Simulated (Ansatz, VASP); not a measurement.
**Cross-check of CdF2 between VASP and Ansatz**

Aim: how closely do two programs agree when they are given the same cell, functional and k mesh? The cell is taken from a series of runs on this material, whose earlier steps may have relaxed, scaled, displaced or heated it; both programs get it as it stands.

Method: plane waves, with VASP 6.6.1 beside it; relaxation of cell and atoms at RPBE, in Ansatz 0.2.0.

### Step 1. The starting structure

It takes space group Fm-3m (No. 225, cubic). The conventional cell has a = 5.567 Å, b = 5.567 Å, c = 5.567 Å, α = 90.00°, β = 90.00°, γ = 90.00°. Nearest to Cd lie 8 F at 2.41 Å. F has 4 Cd at 2.41 Å nearest. Farther neighbours and most contacts between anions are not listed.

### Step 2. VASP: relaxation of cell and atoms, RPBE, pair 1

The relaxed volume is the usual yardstick between codes: in a stiff, nearly cubic crystal its relative difference is about their pressure difference at one cell divided by the bulk modulus.

Lines of VASP's logs that name or quote its potential files are left out, and so is its time.

The input, INCAR:

```
SYSTEM = CdF2
PREC = Accurate
ENCUT = 600
EDIFF = 1E-07
NELM = 120
ISMEAR = 0
SIGMA = 0.02
LREAL = .FALSE.
ALGO = Normal
GGA = RP
NBANDS = 19
LORBIT = 11
LWAVE = .FALSE.
LCHARG = .FALSE.
ISIF = 3
IBRION = 2
NSW = 80
EDIFFG = -0.005
LASPH = .TRUE.
GGA_COMPAT = .FALSE.
NELMIN = 4
EFERMI = MIDGAP
```

The input, POSCAR:

```
CdF2
1.0
    0.0000000000      2.7835050000      2.7835050000
    2.7835050000      0.0000000000      2.7835050000
    2.7835050000      2.7835050000      0.0000000000
Cd F
1 2
Direct
    0.0000000000      0.0000000000      0.0000000000
    0.2499999102      0.2499999102      0.2499999102
    0.7499999102      0.7499999102      0.7499999102
```

The input, KPOINTS:

```
Automatic mesh
0
Gamma
8 8 8
0 0 0
```

Potentials, in the order of the species: Cd and F (PBE family, release 64).

Launch:

```bash
$ mpirun -np 1 vasp_std
```

Numbers of over 12 decimals in the logs are rounded to 6 here.

What it wrote:

```text
[banner, memory and clock lines left out]
running    1 mpi-ranks, on    1 nodes
 distrk:  each k-point on    1 cores,    1 groups
 distr:  one band on    1 cores,    1 groups

 POSCAR found type information on POSCAR CdF
 POSCAR found :  2 types and       3 ions
|                                                                             |
|               ----> ADVICE to this user running VASP <----                  |
|                                                                             |
|     You enforced a specific xc type in the INCAR file but a different       |
|     [... a line on the potential file left out ...]
|     I HOPE YOU KNOW WHAT YOU ARE DOING!                                     |
|                                                                             |

 LDA part: xc-table for (Slater+PW92), standard interpolation
 POSCAR, INCAR and KPOINTS ok, starting setup
 FFT: planning ... GRIDC
 FFT: planning ... GRID_SOFT
 FFT: planning ... GRID
 WAVECAR not read
 entering main loop
       N       E                     dE             d eps       ncg     rms          rms(c)
DAV:   1     0.220727428133E+03    0.22073E+03   -0.16585E+04  1142   0.153E+03
DAV:   2    -0.144852941980E+01   -0.22218E+03   -0.21322E+03  1205   0.375E+02
DAV:   3    -0.118913095048E+02   -0.10443E+02   -0.10412E+02  1216   0.883E+01
DAV:   4    -0.119449513566E+02   -0.53642E-01   -0.53634E-01  1186   0.650E+00
DAV:   5    -0.119451536093E+02   -0.20225E-03   -0.20225E-03  1210   0.371E-01    0.956E+00
DAV:   6    -0.997767352825E+01    0.19675E+01   -0.49568E+00  1366   0.435E+01    0.654E+00
DAV:   7    -0.100474309427E+02   -0.69757E-01   -0.11362E+00  1114   0.994E+00    0.367E+00
DAV:   8    -0.100512020606E+02   -0.37711E-02   -0.19274E-01  1105   0.409E+00    0.806E-01
DAV:   9    -0.100411857828E+02    0.10016E-01   -0.51383E-02  1214   0.245E+00    0.113E-01
DAV:  10    -0.100421690835E+02   -0.98330E-03   -0.41366E-03  1132   0.843E-01    0.177E-01
DAV:  11    -0.100423718026E+02   -0.20272E-03   -0.46504E-04  1147   0.216E-01    0.680E-02
DAV:  12    -0.100424214523E+02   -0.49650E-04   -0.13867E-04  1120   0.106E-01    0.252E-02
DAV:  13    -0.100424257890E+02   -0.43367E-05   -0.31593E-05  1156   0.497E-02    0.107E-02
DAV:  14    -0.100424244519E+02    0.13371E-05   -0.55808E-06  1153   0.283E-02    0.238E-03
DAV:  15    -0.100424245878E+02   -0.13593E-06   -0.28244E-07  1174   0.617E-03    0.585E-04
DAV:  16    -0.100424246140E+02   -0.26194E-07   -0.19010E-08   892   0.143E-03
   1 F= -.10042425E+02 E0= -.10042425E+02  d E =-.100424E+02
 curvature:   0.00 expect dE= 0.000E+00 dE for cont linesearch  0.000E+00
 trial: gam= 0.00000 g(F)=  0.128E-39 g(S)=  0.851E-03 ort = 0.000E+00 (trialstep = 0.100E+01)
 search vector abs. value=  0.851E-03
 bond charge predicted
       N       E                     dE             d eps       ncg     rms          rms(c)
DAV:   1    -0.100545106699E+02   -0.12086E-01   -0.22876E-01  1147   0.528E+00    0.857E-01
DAV:   2    -0.100437505987E+02    0.10760E-01   -0.37786E-02  1135   0.174E+00    0.180E-01
DAV:   3    -0.100429854534E+02    0.76515E-03   -0.16365E-03  1158   0.677E-01    0.186E-01
DAV:   4    -0.100428666083E+02    0.11885E-03   -0.21971E-04  1156   0.174E-01    0.131E-01
DAV:   5    -0.100428307705E+02    0.35838E-04   -0.50372E-05  1111   0.737E-02    0.142E-02
DAV:   6    -0.100428288546E+02    0.19159E-05   -0.81150E-06  1362   0.435E-02    0.262E-03
DAV:   7    -0.100428286806E+02    0.17399E-06   -0.77310E-07  1111   0.858E-03    0.230E-03
DAV:   8    -0.100428283960E+02    0.28459E-06   -0.17667E-07   885   0.645E-03    0.342E-04
DAV:   9    -0.100428284272E+02   -0.31204E-07   -0.91097E-09   581   0.994E-04
   2 F= -.10042828E+02 E0= -.10042828E+02  d E =-.403813E-03
 trial-energy change:   -0.000404  1 .order   -0.000406   -0.000851    0.000039
 step:   0.9559(harm=  0.9565)  dis= 0.00000  next Energy=   -10.042829 (dE=-0.405E-03)
 reached required accuracy - stopping structural energy minimisation
```

From OUTCAR (step 2):

```text
ion  position               nearest neighbor table
   1  0.000  0.000  0.000-   2 2.41   3 2.41   3 2.41   3 2.41   2 2.41   2 2.41   2 2.41   3 2.41

  LATTYP: Found a face centered cubic cell.
 ALAT       =     5.5670100000

 Subroutine GETGRP returns: Found 48 space group operations
 (whereof 48 operations were pure point group operations)

The static configuration has the point symmetry O_h .

 Found     29 irreducible k-points:

   k-points           NKPTS =     29   k-points in BZ     NKDIM =     29   number of bands    NBANDS=     19

   dimension x,y,z NGX =    32 NGY =   32 NGZ =   32
   dimension x,y,z NGXF=    64 NGYF=   64 NGZF=   64

   ENCUT  =  600.0 eV  44.10 Ry    6.64 a.u.   7.86  7.86  7.86*2*pi/ulx,y,z

   NELECT =      26.0000    total number of electrons

 k-points in reciprocal lattice and weights: Automatic mesh
   0.00000000  0.00000000  0.00000000       0.002
   0.12500000  0.00000000  0.00000000       0.016
   0.25000000  0.00000000  0.00000000       0.016
   0.37500000  0.00000000  0.00000000       0.016
   0.50000000  0.00000000  0.00000000       0.008
   0.12500000  0.12500000  0.00000000       0.012
   0.25000000  0.12500000  0.00000000       0.047
   0.37500000  0.12500000  0.00000000       0.047
   0.50000000  0.12500000  0.00000000       0.047
[...]
-0.37500000  0.50000000  0.12500000       0.023
  -0.25000000  0.50000000  0.25000000       0.012

 average (electrostatic) potential at core
       1 -39.9090       2 -78.2806       3 -78.2806

 E-fermi :  -0.3826

 k-point     1 :       0.0000    0.0000    0.0000
  band No.  band energies     occupation
    ...
      9      -2.5567      2.00000
     10      -2.5567      2.00000
     11      -2.4449      2.00000
     12      -2.4449      2.00000
     13      -2.4449      2.00000
     14       1.0662      0.00000
     15      10.5704      0.00000
     16      10.5704      0.00000
     17      10.5704      0.00000
     18      15.2636      0.00000
    ...

 k-point     2 :       0.1250    0.0000    0.0000
  band No.  band energies     occupation
    ...
      9      -2.6970      2.00000
     10      -2.6970      2.00000
     11      -2.4671      2.00000
     12      -2.3801      2.00000
     13      -2.3801      2.00000
     14       1.5913      0.00000
     15       9.8925      0.00000
     16      10.7543      0.00000
     17      10.7543      0.00000
     18      16.1755      0.00000
    ...

 k-point     3 :       0.2500    0.0000    0.0000
  band No.  band energies     occupation
    ...
      9      -2.9459      2.00000
     10      -2.9459      2.00000
     11      -2.8577      2.00000
     12      -2.3237      2.00000
     13      -2.3237      2.00000
     14       2.7648      0.00000
     15       8.7563      0.00000
     16      11.2213      0.00000
     17      11.2213      0.00000
     18      16.4660      0.00000
    ...

  Total       -0.0060420     -0.0060420     -0.0060420      0.0000000     -0.0000000      0.0000000
  in kB       -0.2230012     -0.2230012     -0.2230012      0.0000000     -0.0000000      0.0000000
  external PRESSURE =      -0.2230012 kB  Pullay stress =       0.0000000 kB

  energy-cutoff  :      600.00
  volume of cell :       43.41
      direct lattice vectors                 reciprocal lattice vectors
     0.000000000  2.789448758  2.789448758    -0.179246885  0.179246885  0.179246885
     2.789448758 -0.000000000  2.789448758     0.179246885 -0.179246885  0.179246885
     2.789448758  2.789448758 -0.000000000     0.179246885  0.179246885 -0.179246885

 POSITION                                       TOTAL-FORCE (eV/Angst)
 -----------------------------------------------------------------------------------
      2.78945      5.57890      2.78945        -0.000000      0.000000     -0.000000
      1.39472      1.39472      1.39472        -0.000000     -0.000000     -0.000000
      4.18417      4.18417      4.18417         0.000000      0.000000      0.000000
 -----------------------------------------------------------------------------------
    total drift:                                0.001822      0.001822      0.001822

  FREE ENERGIE OF THE ION-ELECTRON SYSTEM (eV)
  ---------------------------------------------------
  free  energy   TOTEN  =       -10.0428284272 eV

  energy  without entropy=      -10.0428284272  energy(sigma->0) =      -10.04282843

 reached required accuracy - stopping structural energy minimisation

 total charge
# of ion       s       p       d       tot
------------------------------------------
    1        0.211   0.156   9.680  10.047
    2        1.738   4.338   0.000   6.076
    3        1.738   4.338   0.000   6.076
--------------------------------------------------
tot          3.687   8.831   9.680  22.198

[... 3 further parts left out ...]
```

CONTCAR:

```
CdF2
   1.00000000000000
     0.0000000000000000    2.7894487579579215    2.7894487579579215
     2.7894487579579215   -0.0000000000000000    2.7894487579579215
     2.7894487579579215    2.7894487579579215   -0.0000000000000000
  Cd              F
     1     2
Direct
     1.0000000000000000    0.0000000000000000    1.0000000000000000
     0.2499999102000032    0.2499999102000032    0.2499999102000032
     0.7499999102000032    0.7499999102000032    0.7499999102000032
```

### Step 3. Ansatz: relaxation of cell and atoms, RPBE, pair 1

Ansatz runs on its default PAW (the set named soft_2) files.

The same cell, functional, mesh and smearing now go to Ansatz, which takes its cutoff from its data sets.

The input, input.yaml:

```yaml
crystal:
  lattice:
    - [0.0, 2.7835046459, 2.7835046459]
    - [2.7835046459, 0.0, 2.7835046459]
    - [2.7835046459, 2.7835046459, 0.0]
  atoms:
    - { symbol: Cd, position: [0.0, 0.0, 0.0] }
    - { symbol: F, position: [0.25, 0.25, 0.25] }
    - { symbol: F, position: [0.75, 0.75, 0.75] }
kpoints:
  mp_grid: { grid: [8, 8, 8] }
hamiltonian:
  xc: rpbe
scf:
  occupations: { method: gaussian, width: 0.02 }
output:
  forces: true
  stress: true
  eigenvalues: true
relax:
  adjacent_minimum: "off"
  f_tol: 0.005
  max_steps: 80
  cell: { stress_tol: 0.05 }
```

Launch:

```bash
$ ansatz run input.yaml --threads 4 --pin off --max-ram 8192MiB --backend cpu --events-out ev --progress --plain --runs-dir out
```

What it wrote:

```text
Engine: ansatz 0.2.0, aarch64-unknown-linux-gnu
Pseudopotentials: kind: paw
Pseudopotential: Cd, paw, valence charge 20, recommended cutoff 420 eV (normal), Cd.paw.azcp
Pseudopotential: F, paw, valence charge 7, recommended cutoff 420 eV (normal), F.paw.azcp
Functional definition: RPBE
  parameter kappa = 0.804
  parameter beta = 0.066725
  exchange = rpbe_x(kappa = kappa, mu = beta*pi^2/3)
  correlation = pbe_c(beta = beta)
Crystal: 3 atoms, lattice volume = 43.133 Å³
Basis set: ecut = 420 eV, 869 PW (Γ), exchange–correlation on 54×54×54 points (8 copies of the dense FFT grid, shifted against one another)
Bands: 21, of which v1, the nominal top of the filled ones, is band 17 counted from 1 (16 counted from 0)
Symmetry: 48 space group operations
Space group: Fm-3m (ITA 225), of the structure as read, at distance tolerance 3.5e-5 Å
k-points: 29 of 512
Non-local potential: Cd, projectors of the file, l = 0: 3, l = 1: 2, l = 2: 2, l = 3: 1
Non-local potential: F, projectors of the file, l = 0: 2, l = 1: 2, l = 2: 1
PAW form: soft (Blöchl's): semilocal exchange-correlation on the pseudo side does not see the compensation charge
PAW frozen core: Cd, regenerated for the run's functional, and the local potential with it (the file was generated under x = pbe(κ = 0.804, μ = 0.219515), c = pbe(β = 0.066725))
PAW frozen core: F, regenerated for the run's functional, and the local potential with it (the file was generated under x = pbe(κ = 0.804, μ = 0.219515), c = pbe(β = 0.066725))
PAW one-centre angular grid: Cd, 590 points (default); XC on 64 Gauss nodes
PAW one-centre angular grid: F, 110 points (default); XC on 64 Gauss nodes
Initial density: superposition of atomic densities (neutral atoms: chi_scale 0, normalization atom), corrected by the library's trained network
Initial wavefunctions: pseudopotential atomic-orbital guess
Functional: x = rpbe, c = pbe(β = 0.066725)
SCF iter   1: F=—  HF=-9884.552541 eV  |F-HF|=—  |Δ(HF+E_count)|=         —  Δρ=6.71e-3  dr2=1.64e-2  ethr=1.77e-3  ⟨swp⟩=5.1  Hψ=2581  notcnv=0
preconditioner: auto → none  [insulator: Δε(μ)=3.020 eV  Ē_g=16.096 eV  σ=0.020 eV  W_gap=1.00  n_scr=14 (ndim 8)  ℏωp=28.8 eV  f_vac=0.160  D(μ)=0.00/eV (n_scr^D=0)  ε∞_Penn≈4.2]
SCF iter   2: F=—  HF=-9884.550040 eV  |F-HF|=—  |Δ(HF+E_count)|=   2.50e-3  Δρ=3.95e-3  dr2=2.61e-3  ethr=4.82e-5  ⟨swp⟩=2.1  Hψ=1333  notcnv=0
SCF iter   3: F=—  HF=-9884.549431 eV  |F-HF|=—  |Δ(HF+E_count)|=   6.09e-4  Δρ=9.98e-4  dr2=2.75e-4  ethr=7.68e-6  ⟨swp⟩=2.0  Hψ=1099  notcnv=0
SCF iter   4: F=—  HF=-9884.549481 eV  |F-HF|=—  |Δ(HF+E_count)|=   4.98e-5  Δρ=4.25e-4  dr2=3.57e-5  ethr=8.08e-7  ⟨swp⟩=2.7  Hψ=962  notcnv=0
SCF iter   5: F=—  HF=-9884.549706 eV  |F-HF|=—  |Δ(HF+E_count)|=   2.25e-4  Δρ=2.96e-5  dr2=2.87e-7  ethr=1.05e-7  ⟨swp⟩=2.2  Hψ=898  notcnv=0
SCF iter   6: F=-9884.549707 eV  HF=-9884.549707 eV  |F-HF|=1.09e-8  |Δ(HF+E_count)|=   5.01e-7  Δρ=4.52e-6  dr2=4.19e-9  ethr=2.94e-10  ⟨swp⟩=5.0  Hψ=2500  notcnv=0
SCF 1 converged in 6 iterations: F = -9884.549707 eV  dr2 = 4.19e-9
  greatest PAW one-centre occupation: 1.001 electrons in one spin orbital (limit 2), on the Cd atom at site 0 (counted from 0), in its partial waves of l = 1
relax step   1: F+E_penalty+E_count = -9884.54970682 eV  Δ(F+E_penalty+E_count) = +0.000e0 eV  max|allowed force component| = 4.240e-18 eV/Å  Δτ_max = 0.0000 Å  P = +0.312 GPa  Ω = 43.133 Å³  (6 SCF iters, dr2 threshold 1.00e-7 eV, accepted)
[...]
relax step   2: F+E_penalty+E_count = -9884.54932038 eV  Δ(F+E_penalty+E_count) = +3.864e-4 eV  max|allowed force component| = 1.966e-17 eV/Å  Δτ_max = 0.0000 Å  P = -0.014 GPa  Ω = 43.296 Å³  energy of the carried Pulay correction = -5.378e-4 eV  (5 SCF iters, dr2 threshold 2.44e-7 eV, accepted)
[...]
relax step   3: F+E_penalty+E_count = -9884.55001901 eV  Δ(F+E_penalty+E_count) = -6.986e-4 eV  max|allowed force component| = 1.581e-17 eV/Å  Δτ_max = 0.0000 Å  P = +0.012 GPa  Ω = 43.296 Å³  stress off target by 1.18e-2 GPa  SCF on the basis re-selected at this cell (its energy is not comparable with the rows above)  (6 SCF iters)
basis re-selected at this cell: Δ(F+E_penalty+E_count) = -6.986e-4 eV, ΔP = +0.026 GPa vs the last step (what re-selecting the basis moved, of the pressure what is left beyond the Pulay correction that the steps carried, after the strain that the cell walked since its last selection, with what the two solves' SCF thresholds leave and, on support functions, any second-order correction that the steps lacked; it is no m [...]
SCF converged after 6 iterations
Free energy (F): -9884.550019 eV
Harris-Foulkes:  -9884.550019 eV  (|F-HF|=3.09e-11)
Internal energy: -9884.550019 eV  (E = F + TS)
E sigma→0 (E₀):  -9884.550019 eV
Fermi energy:    6.661751 eV
--- Per-component energies (eV) ---
  E_band       = -522.740072
  E_kinetic    = 917.391828
  E_local      = -4440.284232  (includes V_loc(G=0)·N_el)
  E_nonlocal   = 180.856581
  E_hartree    = 1959.967952
  E_xc         = -336.117335
  E_vxc        = -424.243204  (∫ρ·V_xc dr)
  E_paw        = -4498.973271  (= ΣΔE_a)
  E_vpaw       = -676.401137  (= ΣTr[D̂ρ^β])
  E_aug_tail   = 0.004124  (compensation charges beyond the density's cutoff)
  E_ewald      = -3667.237868
  E_core_change = -0.157798  (= ΣΔE_core)
  E_smearing   = -0.000000  (= −TS)
  E_closure    = -0.000000  (closes the sum)
  Σ components = -9884.550019   (vs F -9884.550019, Δ=0.00e0)
--- Forces (eV/Å), atoms counted from 1 ---
  atom   1  Cd     0.00000000     0.00000000    -0.00000000
  atom   2  F      0.00000000     0.00000000     0.00000000
  atom   3  F     -0.00000000    -0.00000000    -0.00000000
  max |Σ_I F_I| component: 8.10e-18 eV/Å
--- Stress (GPa, compression-positive) ---
        0.011822      -0.000000      -0.000000
       -0.000000       0.011822      -0.000000
       -0.000000      -0.000000       0.011822
  P = ⅓ Tr σ = 0.0118 GPa (0.118 kbar)
--- Band table (eV; the first three rows and the last of 29) ---
  k-point 0: bands = [... 13 lower, 4.4600, 4.5830, 4.5830, 4.5830, 8.1283, 17.6095, 17.6095, 17.6095]
  k-point 1: bands = [... 13 lower, 4.3226, 4.5584, 4.6447, 4.6447, 8.6516, 16.9336, 17.7954, 17.7954]
  k-point 2: bands = [... 13 lower, 4.0733, 4.1658, 4.7015, 4.7015, 9.8248, 15.7982, 18.2673, 18.2673]
  k-point 28: bands = [... 13 lower, 3.8995, 3.8995, 4.7848, 5.1949, 12.5641, 16.3780, 16.3780, 16.7147]
--- Relaxed structure (2 steps of the walk, 2 accepted, 1 SCFs on fresh bases) ---
  F+E_penalty+E_count = -9884.55001901 eV   max|allowed force component| = 1.581e-17 eV/Å   (the final SCF, on the basis selected at the relaxed cell)
  cell:  # Å, volume = 43.2960 Å³
    - [0, 2.787016, 2.787016]
    - [2.787016, 0, 2.787016]
    - [2.787016, 2.787016, 0]
  atoms:
    - { symbol: Cd, position: [0, 0, 0] }
    - { symbol: F, position: [0.25, 0.25, 0.25] }
    - { symbol: F, position: [0.750000, 0.750000, 0.750000] }
```

Reading the cycles: dr2 is the Hartree energy of the density residual (eV), the measure of convergence; HF is the Harris–Foulkes estimate of the energy, which meets the free energy F at convergence.

### Step 4. Comparison

Known differences besides the potentials themselves: the data sets hold 34 valence electrons in Ansatz (on its default PAW (the set named soft_2) files) and 26 in VASP; the cutoff is 420 eV in Ansatz and 600 eV in VASP; Ansatz makes its cores anew for this functional, VASP keeps those of its PBE data sets; Ansatz adds a Pulay correction to the stress that steers its cell, VASP none. Total energies have different zeros and are not compared.

Both answers:

```
                                         quantity  Ansatz   VASP  difference
                                      volume (Å³)   43.30  43.41     -0.26 %
edge a after relaxation, in the typed setting (Å)   3.941  3.945     -0.09 %
```

(Continued in part 2 of 2.)

[Lines on the potential files, build, host, timing and source positions are cut from VASP's logs without a mark.]

[Logs are printed without paths, hosts, clocks, repeated set-up lines and the standing remarks that a program may print on its own settings, such as how far it seeks lower states.]

[Hosts, paths, dates, database ids (printed as entryN), source tags and the programs' standing remarks are cut or masked in the printed files.]
